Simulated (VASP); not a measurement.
Computed with PBE GGA, VASP's PBE PAW potentials (set 64) (plane waves; VASP).

VASP input:

INCAR:
```
# general
SYSTEM  = Tb
PREC    = Accurate
ENCUT   = 400
LREAL   = F
LASPH   = T

# electronic loop
EDIFF   = 1E-6
NELM    = 100
ALGO    = Normal
LMAXMIX = 6

# smearing
ISMEAR  = 1
SIGMA   = 0.1

# functional
GGA     = PE

# ions
ISIF    = 2

# output
LWAVE   = F
LCHARG  = F
```

KPOINTS:
```
Automatic mesh
0
Gamma
9 9 5
0 0 0
```

POSCAR:
```
Tb
1
    1.8000000000    -3.1176910000     0.0000000000
    1.8000000000     3.1176910000     0.0000000000
    0.0000000000     0.0000000000     5.6900000000
Tb
2
Direct
  0.3333330000   0.6666670000   0.2500000000
  0.6666670000   0.3333330000   0.7500000000
```

POTCAR, in this order: Tb_3 (PBE.64 set). Program: vasp_std.

Output

OSZICAR:
```
       N       E                     dE             d eps       ncg     rms          rms(c)
DAV:   1     0.356325083168E+02    0.35633E+02   -0.78909E+03   936   0.102E+03
DAV:   2    -0.741613339539E+01   -0.43049E+02   -0.42060E+02  1056   0.223E+02
DAV:   3    -0.907282162687E+01   -0.16567E+01   -0.15360E+01  1264   0.275E+01
DAV:   4    -0.910588294313E+01   -0.33061E-01   -0.32714E-01  1071   0.402E+00
DAV:   5    -0.910684405287E+01   -0.96111E-03   -0.96046E-03  1335   0.541E-01    0.232E+01
DAV:   6    -0.910928508490E+01   -0.24410E-02   -0.20992E-02  1116   0.122E+00    0.139E+01
DAV:   7    -0.911818429412E+01   -0.88992E-02   -0.38671E-02  1137   0.167E+00    0.223E-01
DAV:   8    -0.911787509652E+01    0.30920E-03   -0.21126E-03  1101   0.373E-01    0.588E-02
DAV:   9    -0.911788159613E+01   -0.64996E-05   -0.20251E-04  1166   0.112E-01    0.315E-02
DAV:  10    -0.911787549110E+01    0.61050E-05   -0.31598E-05  1111   0.418E-02    0.402E-02
DAV:  11    -0.911787647964E+01   -0.98854E-06   -0.43546E-06  1081   0.157E-02
   1 F= -.91178765E+01 E0= -.91194572E+01  d E =0.474209E-02
```

### OUTCAR
```
------------------------ aborting loop because EDIFF is reached ----------------------------------------
  FORCE on cell =-STRESS in cart. coord.  units (eV):
  Direction    XX          YY          ZZ          XY          YZ          ZX
  --------------------------------------------------------------------------------------
  Total        0.1711475      0.1711474      0.1008279      0.0000000      0.0000000      0.0000000
  in kB        4.2937155      4.2937143      2.5295504      0.0000000      0.0000000      0.0000000
  external PRESSURE =       3.7056601 kB  Pullay stress =       0.0000000 kB
  volume of cell :       63.86
      direct lattice vectors                 reciprocal lattice vectors
     1.800000000 -3.117691000  0.000000000     0.277777778 -0.160375098  0.000000000
     1.800000000  3.117691000  0.000000000     0.277777778  0.160375098  0.000000000
     0.000000000  0.000000000  5.690000000     0.000000000  0.000000000  0.175746924
 POSITION                                       TOTAL-FORCE (eV/Angst)
 -----------------------------------------------------------------------------------
      1.80000      1.03923      1.42250        -0.000000     -0.000000      0.000000
      1.80000     -1.03923      4.26750         0.000000      0.000000      0.000000
 -----------------------------------------------------------------------------------
    total drift:                                0.000003      0.000109     -0.000011
  FREE ENERGIE OF THE ION-ELECTRON SYSTEM (eV)
  ---------------------------------------------------
  free  energy   TOTEN  =        -9.1178764796 eV

  energy  without entropy=       -9.1226185681  energy(sigma->0) =       -9.11945718
```
(Selected blocks of OUTCAR.)

The 4f electrons are frozen in the core of the lanthanide potential, so 4f levels, which can set the real gap, and their magnetism are missing.

The compound is Tb in the hcp structure. The cell was not relaxed at this level.
